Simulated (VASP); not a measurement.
# Li2ZnCl4 (Fd-3m): formation energy of the defect Li_Zn, part 6 of 6

Aim: the formation energy and local structure of the defect Li_Zn in Li2ZnCl4 (Fd-3m). The start is a computed cell from the Materials Project.

VASP 6.6.1, plane waves and PAW; the level of theory is named at each step.

So far. Step 7 (The defect cell, spin collinear, charge 0): Levels at the Fermi energy are partly filled: the carrier is shared among close levels or spread over a band.

### Step 8. The defect cell, charge -1

This step: PBEsol; plane waves and PAW (Li, Zn, Cl) (VASP 6.6.1).

This cell carries charge -1, set by NELECT and balanced by a uniform background.

File INCAR:

```
SYSTEM = Li17Zn7Cl32
PREC = Normal
ENCUT = 300
EDIFF = 1E-05
NELM = 120
ISMEAR = 0
SIGMA = 0.05
LREAL = Auto
ALGO = Fast
GGA = PS
NELECT = 326
LORBIT = 11
LWAVE = True
LCHARG = .FALSE.
NCORE = 4
IBRION = 2
NSW = 50
ISIF = 2
EDIFFG = -0.03
POTIM = 0.4
MAXMIX = 40
ISYM = 0
```

File POSCAR:

```
Li17Zn7Cl32
1.0
   10.2365805708      0.0000000000      0.0000000000
    0.0000000000     10.2365805708      0.0000000000
    0.0000000000      0.0000000000     10.2365805708
Li Zn Cl
17 7 32
Direct
    0.3750000000      0.3750000000      0.6250000000
    0.3750000000      0.8750000000      0.1250000000
    0.8750000000      0.3750000000      0.1250000000
    0.8750000000      0.8750000000      0.6250000000
    0.3750000000      0.1250000000      0.8750000000
    0.3750000000      0.6250000000      0.3750000000
    0.8750000000      0.1250000000      0.3750000000
    0.8750000000      0.6250000000      0.8750000000
    0.1250000000      0.1250000000      0.6250000000
    0.1250000000      0.6250000000      0.1250000000
    0.6250000000      0.1250000000      0.1250000000
    0.6250000000      0.6250000000      0.6250000000
    0.1250000000      0.3750000000      0.8750000000
    0.1250000000      0.8750000000      0.3750000000
    0.6250000000      0.3750000000      0.3750000000
    0.6250000000      0.8750000000      0.8750000000
    0.2501585600      0.2507994600      0.2471215300
    0.0000000000      0.0000000000      0.0000000000
    0.0000000000      0.5000000000      0.5000000000
    0.5000000000      0.0000000000      0.5000000000
    0.5000000000      0.5000000000      0.0000000000
    0.2500000000      0.7500000000      0.7500000000
    0.7500000000      0.2500000000      0.7500000000
    0.7500000000      0.7500000000      0.2500000000
    0.3759302300      0.1238981100      0.1224363100
    0.3783064600      0.6216935400      0.6216935400
    0.8783064600      0.1216935400      0.6216935400
    0.8783064600      0.6216935400      0.1216935400
    0.3716935400      0.3716935400      0.8716935400
    0.3716935400      0.8716935400      0.3716935400
    0.8716935400      0.3716935400      0.3716935400
    0.8716935400      0.8716935400      0.8716935400
    0.3779001000      0.3784031700      0.3741292400
    0.3783064600      0.8783064600      0.8783064600
    0.8783064600      0.3783064600      0.8783064600
    0.8783064600      0.8783064600      0.3783064600
    0.3716935400      0.1283064600      0.6283064600
    0.3716935400      0.6283064600      0.1283064600
    0.8716935400      0.1283064600      0.1283064600
    0.8716935400      0.6283064600      0.6283064600
    0.1283064600      0.3716935400      0.6283064600
    0.1283064600      0.8716935400      0.1283064600
    0.6283064600      0.3716935400      0.1283064600
    0.6283064600      0.8716935400      0.6283064600
    0.1283064600      0.1283064600      0.8716935400
    0.1283064600      0.6283064600      0.3716935400
    0.6283064600      0.1283064600      0.3716935400
    0.6283064600      0.6283064600      0.8716935400
    0.1231926800      0.3770730700      0.1210237800
    0.1216935400      0.8783064600      0.6216935400
    0.6216935400      0.3783064600      0.6216935400
    0.6216935400      0.8783064600      0.1216935400
    0.1182484300      0.1221626700      0.3720412100
    0.1216935400      0.6216935400      0.8783064600
    0.6216935400      0.1216935400      0.8783064600
    0.6216935400      0.6216935400      0.3783064600
```

File KPOINTS:

```
Automatic mesh
0
Gamma
1 1 1
0 0 0
```

The projector-augmented-wave data sets are Li, Zn and Cl (PBE family, release 64).

The run is started by

```sh
mpirun -np 4 vasp_gam
```

The log of the run:

```text
[... set-up lines as in an earlier step ...]
 entering main loop
       N       E                     dE             d eps       ncg     rms          rms(c)
DAV:   1     0.325623427205E+04    0.32562E+04   -0.10799E+05   390   0.119E+03
DAV:   2     0.362210531968E+03   -0.28940E+04   -0.27721E+04   454   0.333E+02
DAV:   3    -0.172827148377E+03   -0.53504E+03   -0.52949E+03   441   0.153E+02
DAV:   4    -0.200984472337E+03   -0.28157E+02   -0.28011E+02   452   0.417E+01
DAV:   5    -0.201628412898E+03   -0.64394E+00   -0.64300E+00   460   0.692E+00BRMIX: very serious problems
 the old and the new charge density differ
 old charge density:   325.00000 new  325.99977
    0.198E+01
RMM:   6    -0.192920724099E+03    0.87077E+01   -0.20630E+01   390   0.997E+00    0.170E+01
RMM:   7    -0.191947816283E+03    0.97291E+00   -0.12326E+01   390   0.677E+00    0.731E+00
RMM:   8    -0.192052061131E+03   -0.10424E+00   -0.27590E+00   424   0.353E+00    0.455E+00
RMM:   9    -0.191975575016E+03    0.76486E-01   -0.90675E-01   390   0.272E+00    0.147E+00
RMM:  10    -0.191961725232E+03    0.13850E-01   -0.19080E-01   400   0.125E+00    0.396E-01
RMM:  11    -0.191966619355E+03   -0.48941E-02   -0.66018E-02   406   0.472E-01    0.304E-01
RMM:  12    -0.191967010485E+03   -0.39113E-03   -0.14198E-02   401   0.249E-01    0.129E-01
RMM:  13    -0.191966883544E+03    0.12694E-03   -0.38123E-03   399   0.133E-01    0.590E-02
RMM:  14    -0.191967000121E+03   -0.11658E-03   -0.13205E-03   446   0.704E-02    0.375E-02
RMM:  15    -0.191966975533E+03    0.24588E-04   -0.14968E-04   358   0.272E-02    0.246E-02
RMM:  16    -0.191966968748E+03    0.67850E-05   -0.43574E-05   304   0.136E-02
   1 F= -.19196697E+03 E0= -.19196697E+03  d E =-.191967E+03
 curvature:   0.00 expect dE= 0.000E+00 dE for cont linesearch  0.000E+00
 trial: gam= 0.00000 g(F)=  0.158E+00 g(S)=  0.000E+00 ort = 0.000E+00 (trialstep = 0.100E+01)
 search vector abs. value=  0.158E+00
 bond charge predicted
       N       E                     dE             d eps       ncg     rms          rms(c)
DAV:   1    -0.192077040232E+03   -0.11006E+00   -0.10291E+01   428   0.487E+00    0.168E+00
RMM:   2    -0.192109696256E+03   -0.32656E-01   -0.34981E-01   390   0.102E+00    0.321E-01
RMM:   3    -0.192109575253E+03    0.12100E-03   -0.47303E-02   390   0.462E-01    0.396E-01
RMM:   4    -0.192107192903E+03    0.23823E-02   -0.98041E-03   390   0.200E-01    0.272E-01
RMM:   5    -0.192106616862E+03    0.57604E-03   -0.91617E-03   403   0.128E-01    0.119E-01
RMM:   6    -0.192106614498E+03    0.23641E-05   -0.96770E-04   392   0.683E-02    0.618E-02
RMM:   7    -0.192106639579E+03   -0.25081E-04   -0.30405E-04   384   0.336E-02    0.195E-02
RMM:   8    -0.192106629218E+03    0.10361E-04   -0.11124E-04   328   0.189E-02    0.115E-02
RMM:   9    -0.192106630625E+03   -0.14069E-05   -0.38752E-05   268   0.111E-02
   2 F= -.19210663E+03 E0= -.19210663E+03  d E =-.139662E+00
[...]
3 F= -.19231087E+03 E0= -.19231087E+03  d E =-.343900E+00
[...]
4 F= -.19231375E+03 E0= -.19231375E+03  d E =-.346785E+00
[...]
5 F= -.19233878E+03 E0= -.19233878E+03  d E =-.250240E-01
[...]
6 F= -.19234237E+03 E0= -.19234237E+03  d E =-.286171E-01
[...]
7 F= -.19234892E+03 E0= -.19234892E+03  d E =-.654691E-02
[...]
8 F= -.19235753E+03 E0= -.19235753E+03  d E =-.151623E-01
 curvature:  -5.28 expect dE=-0.409E-02 dE for cont linesearch -0.689E-06
 trial: gam= 0.15606 g(F)=  0.775E-03 g(S)=  0.000E+00 ort = 0.252E-04 (trialstep = 0.298E+01)
 search vector abs. value=  0.901E-03
 bond charge predicted
       N       E                     dE             d eps       ncg     rms          rms(c)
DAV:   1    -0.192357772889E+03   -0.24404E-03   -0.41039E-01   428   0.125E+00    0.360E-01
RMM:   2    -0.192360446027E+03   -0.26731E-02   -0.18800E-02   390   0.291E-01    0.564E-01
RMM:   3    -0.192359051287E+03    0.13947E-02   -0.51037E-03   390   0.144E-01    0.210E-01
RMM:   4    -0.192359144227E+03   -0.92940E-04   -0.20645E-03   392   0.865E-02    0.114E-01
RMM:   5    -0.192359159189E+03   -0.14962E-04   -0.36989E-04   392   0.454E-02    0.105E-01
RMM:   6    -0.192359106119E+03    0.53070E-04   -0.26431E-04   375   0.289E-02    0.732E-02
RMM:   7    -0.192359085575E+03    0.20544E-04   -0.22127E-04   345   0.234E-02    0.427E-02
RMM:   8    -0.192359073605E+03    0.11970E-04   -0.11052E-04   333   0.175E-02    0.290E-02
RMM:   9    -0.192359058970E+03    0.14635E-04   -0.49423E-05   296   0.124E-02    0.281E-02
RMM:  10    -0.192359051989E+03    0.69808E-05   -0.19660E-05   251   0.760E-03
   9 F= -.19235905E+03 E0= -.19235905E+03  d E =-.151926E-02
 trial-energy change:   -0.001519  1 .order   -0.001481   -0.002322   -0.000640
 step:   4.1161(harm=  4.1161)  dis= 0.00515  next Energy=  -192.359135 (dE=-0.160E-02)
 reached required accuracy - stopping structural energy minimisation
 writing wavefunctions
```

Elapsed: 62 s, on 4 MPI ranks of Intel Xeon 6975P-C (Granite Rapids), shared host; peak memory 0.72 GiB; 4 min of CPU time.

Parts of OUTCAR (step 8):

```text
NELECT = 326

 ion  position               nearest neighbor table
   1  0.375  0.375  0.625-  26 2.53  29 2.53  37 2.53  41 2.53  51 2.53  33 2.57
   2  0.375  0.875  0.125-  30 2.53  34 2.53  38 2.53  42 2.53  52 2.53  25 2.55
   3  0.875  0.375  0.125-  28 2.53  31 2.53  35 2.53  39 2.53  43 2.53  49 2.54
   4  0.875  0.875  0.625-  27 2.53  32 2.53  36 2.53  40 2.53  44 2.53  50 2.53
   5  0.375  0.125  0.875-  29 2.53  34 2.53  37 2.53  45 2.53  55 2.53  25 2.53
   6  0.375  0.625  0.375-  33 2.52  30 2.53  26 2.53  38 2.53  46 2.53  56 2.53
   7  0.875  0.125  0.375-  53 2.49  31 2.53  36 2.53  39 2.53  47 2.53  27 2.53
   8  0.875  0.625  0.875-  28 2.53  32 2.53  35 2.53  40 2.53  48 2.53  54 2.53
   9  0.125  0.125  0.625-  27 2.53  37 2.53  41 2.53  45 2.53  50 2.53  53 2.59
  10  0.125  0.625  0.125-  28 2.53  38 2.53  42 2.53  46 2.53  54 2.53  49 2.54
  11  0.625  0.125  0.125-  39 2.53  43 2.53  47 2.53  52 2.53  55 2.53  25 2.55
  12  0.625  0.625  0.625-  26 2.53  40 2.53  44 2.53  48 2.53  51 2.53  56 2.53
  13  0.125  0.375  0.875-  49 2.52  35 2.53  41 2.53  45 2.53  29 2.53  54 2.53
  14  0.125  0.875  0.375-  30 2.53  36 2.53  42 2.53  46 2.53  50 2.53  53 2.53
  15  0.625  0.375  0.375-  31 2.53  43 2.53  47 2.53  51 2.53  56 2.53  33 2.53
  16  0.625  0.875  0.875-  32 2.53  34 2.53  44 2.53  48 2.53  52 2.53  55 2.53
  17  0.250  0.251  0.247-  25 2.23  49 2.24  33 2.26  53 2.28
  18  0.000  0.000  0.000-  32 2.27  39 2.27  42 2.27  45 2.27
  19  0.000  0.500  0.500-  31 2.27  40 2.27  41 2.27  46 2.27
  20  0.500  0.000  0.500-  30 2.27  37 2.27  44 2.27  47 2.27
  21  0.500  0.500  0.000-  29 2.27  38 2.27  43 2.27  48 2.27
  22  0.250  0.750  0.750-  26 2.27  34 2.27  50 2.27  54 2.27
  23  0.750  0.250  0.750-  27 2.27  35 2.27  51 2.27  55 2.27
  24  0.750  0.750  0.250-  28 2.27  36 2.27  52 2.27  56 2.27
  25  0.376  0.124  0.122-  17 2.23   5 2.53   2 2.55  11 2.55
[...]
55  0.622  0.122  0.878-  23 2.27  11 2.53  16 2.53   5 2.53
  56  0.622  0.622  0.378-  24 2.27  12 2.53  15 2.53   6 2.53

   k-points           NKPTS =      1   k-points in BZ     NKDIM =      1   number of bands    NBANDS=    195

 E-fermi :   0.4621

 k-point     1 :       0.0000    0.0000    0.0000
  band No.  band energies     occupation
    ...
    159       0.0724      2.00000
    160       0.0730      2.00000
    161       0.1902      2.00000
    162       0.1904      2.00000
    163       0.1906      2.00000
    164       4.3600      0.00000
    165       4.7834      0.00000
    166       6.0727      0.00000
    167       6.0739      0.00000
    168       6.0764      0.00000
    ...

  Total        7.2507218      7.2599396      7.2910629     -0.0050790     -0.0078461      0.0004727
  in kB       10.8299661     10.8437342     10.8902211     -0.0075862     -0.0117192      0.0007061
  external PRESSURE =      10.8546405 kB  Pullay stress =       0.0000000 kB

 POSITION                                       TOTAL-FORCE (eV/Angst)
 -----------------------------------------------------------------------------------
      3.83960      3.84014      6.30602        -0.010872     -0.011037      0.002305
      3.83880      9.04267      1.27761        -0.009880      0.004436      0.009544
      9.04116      3.83939      1.27716         0.003642     -0.008967      0.009148
      8.95945      8.95941      6.39573        -0.009742     -0.009576      0.009082
      3.83783      1.27984      9.03783        -0.009357      0.008505      0.006263
      3.83944      6.31448      3.83716        -0.010805     -0.007302     -0.008996
      9.03437      1.27847      3.83592         0.016042      0.009364     -0.007593
      8.95875      6.39623      8.95918        -0.009374      0.009685     -0.011469
      1.27668      1.27919      6.30050         0.011655      0.010945      0.011628
      1.27879      6.31473      1.27701         0.009050     -0.006395      0.008287
      6.31145      1.27925      1.27695        -0.003484      0.011042      0.009755
      6.39539      6.39532      6.39545         0.009959      0.010568      0.009488
      1.27926      3.83881      9.03514         0.007252     -0.007259      0.012488
      1.27644      9.04315      3.83529         0.010626      0.002870     -0.008413
      6.31258      3.84069      3.83710        -0.004780     -0.010528     -0.009899
      6.39595      8.95917      8.95950         0.010032     -0.010229     -0.012197
      2.55656      2.56174      2.55015         0.002465     -0.002882      0.013721
      0.01405      0.01451      0.01188        -0.009037     -0.003641      0.004309
      0.01376      5.10476      5.10402        -0.008603      0.002893     -0.010603
      5.10338      0.01393      5.10448         0.007198     -0.003207     -0.009060
      5.10383      5.10464      0.01174         0.005833      0.002227      0.005794
      2.55920      7.67942      7.67432        -0.007450     -0.003583     -0.002954
      7.67642      2.55900      7.67562         0.005936      0.003228     -0.003493
      7.67605      7.67710      2.55788         0.005429     -0.000739      0.002601
[...]
-----------------------------------------------------------------------------------
    total drift:                               -0.002660     -0.004189      0.006760

  FREE ENERGIE OF THE ION-ELECTRON SYSTEM (eV)
  ---------------------------------------------------
  free  energy   TOTEN  =      -192.3590519891 eV

  energy  without entropy=     -192.3590519891  energy(sigma->0) =     -192.35905199

[... 5 parts as in an earlier step ...]

[... 3 further parts left out ...]
```

Step by step:

```
step  energy less that of the first step (eV)  largest force (eV/Å)
   1                                   0.0000                0.8963
   2                                  -0.1397                0.6585
   3                                  -0.3439                0.1713
   4                                  -0.3468                0.2011
   5                                  -0.3718                0.1045
   6                                  -0.3754                0.1210
   7                                  -0.3819                0.1019
   8                                  -0.3906                0.0437
   9                                  -0.3921                0.0253
```

The atoms that moved most (Å):

```csv
atom,dx,dy,dz,length
Cl53,-0.021,-0.060,0.117,0.133
Cl25,0.079,-0.077,-0.065,0.129
Cl33,0.059,0.054,0.097,0.125
Cl49,-0.073,0.070,-0.051,0.113
Li9,-0.003,0.000,-0.097,0.097
Li1,0.001,0.001,-0.092,0.092
Li11,-0.086,0.000,-0.003,0.086
Li14,-0.003,0.086,-0.003,0.086
```

This step gave:

| Item | Value |
| --- | --- |
| electronic cycles | 90 |
| electrons | 326 |
| free energy (TOTEN) | -192.3591 eV |
| Fermi energy | 0.4621 eV |

The run ended after 9 ionic steps, 0.392 eV below its first step, once the forces on the free atoms met EDIFFG = -0.03.

The 4 first neighbours (Cl) lie 2.27 Å from the site in the perfect crystal and 2.37 Å on average from the atom on it after the relaxation (+4.2 %).

### Step 9. Putting the energies together

This step: point defect, PBEsol; plane waves and PAW (VASP 6.6.1).

No new run; the numbers come from the runs before.

Numbers from this step:

```yaml
formation_energy_of_the_neutral_defect: 0.7584 eV
gap_of_the_perfect_supercell_on_its_mesh: 4.196 eV
dielectric_constant_in_the_correction: 3.213
```

Formation energies (Zn from its element, Li from its element), with the Fermi level at the valence top and at the conduction bottom (gap 4.20 eV):

```csv
charge,at valence top (eV),at conduction bottom (eV),correction included (eV)
0,0.76,0.76,0.00
−1,1.23,-2.96,0.48
```

| Fermi level (eV) | lowest formation energy (eV) |
| --- | --- |
| 0.00 | 0.76 |
| 0.38 | 0.76 |
| 0.76 | 0.47 |
| 1.14 | 0.09 |
| 1.52 | -0.29 |
| 1.91 | -0.67 |
| 2.29 | -1.06 |
| 2.67 | -1.44 |
| 3.05 | -1.82 |
| 3.43 | -2.20 |
| 3.81 | -2.58 |
| 4.20 | -2.96 |

E_f is E(defect cell) less E(perfect cell), corrected for the atoms exchanged with their references. For charge q, q times the Fermi level (the perfect cell's valence-band top plus E_F) and an image-charge term are added.

References, in eV an atom: Zn -1.593 (crystal P6_3/mmc) and Li -1.961 (crystal Im-3m). They were run at the supercell's cutoff and functional, without U, and count both elements from their own phases.

By charge state:

```
charge  formation energy, Fermi level at the valence-band top (eV)  of which image charge (eV)  shift of the far core potentials (eV)  moment (μB)  largest move from the displaced start (Å)
    -1                                                       1.234                       0.479                                 -0.133      no spin                                       0.13
     0                                                       0.758                       0.000                                 -0.146         0.01                                       0.12
```

The image-charge term is the point-charge Madelung energy over a dielectric constant of 3.21 (electrons alone), scaled by 1 − (1 − 1/ε)/3. The potential shift aligns the single-particle levels and is not added to the energies; levels within 0.4 eV of an edge, or in cells whose shift exceeds 0.2 eV, are left out, since at this cell size they may be band states; some may be the defect's own. The shift reaches 0.15 eV here; since it is left out, levels between charges can be wrong by as much, and with them the order of the charges.

Levels between neighbouring charges run, above the valence-band top: (0/-1) at 0.48 eV. The gap of the perfect cell on its mesh is 4.20 eV; a level outside it means that one of its two charges is never the lower one for a Fermi level in the gap. Without the image-charge terms (0/-1) would lie at 0.00 eV, next to a band edge, so this level is mostly the correction.

### Step 10. Summary of results

| Quantity | Value |
| --- | --- |
| formation energy at charge -1 | 1.234 eV |
| formation energy at charge 0 | 0.758 eV |
| gap of the perfect supercell, on its mesh | 4.20 eV |

In words: The defect Li_Zn costs 1.23 eV at charge -1 and 0.76 eV at charge 0 with the Fermi level at the valence-band top, with every exchanged atom at the energy of its element. At charge 0: The 4 first neighbours (Cl) lie 2.27 Å from the site in the perfect crystal and 2.36 Å on average from the atom on it after the relaxation (+3.9 %). At charge -1: The 4 first neighbours (Cl) lie 2.27 Å from the site in the perfect crystal and 2.37 Å on average from the atom on it after the relaxation (+4.2 %). With the Fermi level at the valence-band top the lowest of the charge states run is 0, and at the conduction-band bottom -1. Semilocal functionals make the gap too small, so transition levels near the band edges are uncertain. At charge 0 the unpaired carrier holds well under 1 μB and is spread over several levels, so that state is not a localised one at this level and the charge correction does not strictly apply between it and its neighbours. The correction uses the electronic screening alone and is too large for relaxed ions, which shifts the charged states up. Where a line falls below zero the defect would form of itself and pin the Fermi level, or these elemental references lie outside the host's range of stability. The supercell of 56 atoms is small and sampled at the zone centre alone, so interactions between images remain.

[Lines on the potential files, build, host, timing and source positions are cut from VASP's logs without a mark.]

[Logs are printed without paths, hosts, clocks, repeated set-up lines and the standing remarks that a program may print on its own settings, such as how far it seeks lower states.]

[Hosts, paths, dates, database ids (printed as entryN), source tags and the programs' standing remarks are cut or masked in the printed files.]

[In band tables of VASP the shares of atoms and orbitals are scaled to a sum of 1 inside the atoms' spheres.]

[Runs that stopped without an error message from VASP are left out.]
